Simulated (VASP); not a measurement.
VASP ran on this input.

File POSCAR:
```
KZnF3
1
    3.8118746549    -0.0000000000     0.0000000000
   -0.0000000000     3.8118746549     0.0000000000
   -0.0000000000    -0.0000000000     3.8118746549
K Zn F
1 1 3
Direct
  0.0000000000   0.0000000000   0.0000000000
  0.5000000000   0.5000000000   0.5000000000
  0.5000000000   0.0000000000   0.5000000000
  0.0000000000   0.5000000000   0.5000000000
  0.5000000000   0.5000000000   0.0000000000
```

### KPOINTS
```
K-points
0
gamma
6 6 6
0 0 0
```

### INCAR
```
LREAL = F   # projection in real space or not
PREC = Accurate
EDIFF = 1E-6   # SCF stop (eV)
ALGO = Normal   # blocked Davidson
NELM = 100   # most electronic steps
SIGMA = 0.05
PSTRESS = 300   # kbar
LWAVE = F
IBRION = 2   # conjugate gradients
GGA = PE
EDIFFG = -0.02   # ionic stop
SYSTEM = KZnF3
NSW = 40   # most ionic steps
LASPH = T   # aspherical one-centre terms
ENCUT = 620   # plane-wave cut-off (eV)
ISMEAR = 0   # Gaussian
LCHARG = F
LMAXMIX = 4   # l cut-off of mixed one-centre charges
ISIF = 3
```

POTCAR, in this order: K_sv Zn F (PBE.64 set). Program: vasp_std.

Translate this PBE calculation to Ansatz.

One equivalent input (not run):
Ansatz 0.2 input:
```yaml
crystal:
  lattice:
    - [3.8118747, 0.0000000, 0.0000000]
    - [0.0000000, 3.8118747, 0.0000000]
    - [0.0000000, 0.0000000, 3.8118747]
  atoms:
    - { symbol: K, position: [0.0000000, 0.0000000, 0.0000000] }
    - { symbol: Zn, position: [0.5000000, 0.5000000, 0.5000000] }
    - { symbol: F, position: [0.5000000, 0.0000000, 0.5000000] }
    - { symbol: F, position: [0.0000000, 0.5000000, 0.5000000] }
    - { symbol: F, position: [0.5000000, 0.5000000, 0.0000000] }
kpoints:
  mp_grid: { grid: [6, 6, 6] }
hamiltonian:
  xc: pbe
  pseudopotentials: { kind: paw }
scf:
  occupations: { method: gaussian, width: 0.05 }
  max_iter: 100
relax:
  max_steps: 40
  f_tol: 0.02
  cell: { p_target: 30 }
output: { forces: true, stress: true, eigenvalues: true }
```
Limits of the translation: each code has its own PAW files, so the cut-off isn't converted (ENCUT is set for VASP's; basis.ecutwfc is left out, and Ansatz then takes the one that its files recommend); Ansatz stops its SCF on the density residual and VASP on the energy change (EDIFF).

The compound is KZnF3 in the cubic perovskite structure. This run relaxes it under an external pressure of 30 GPa. Symmetry was kept, so distortions that lower it aren't found.
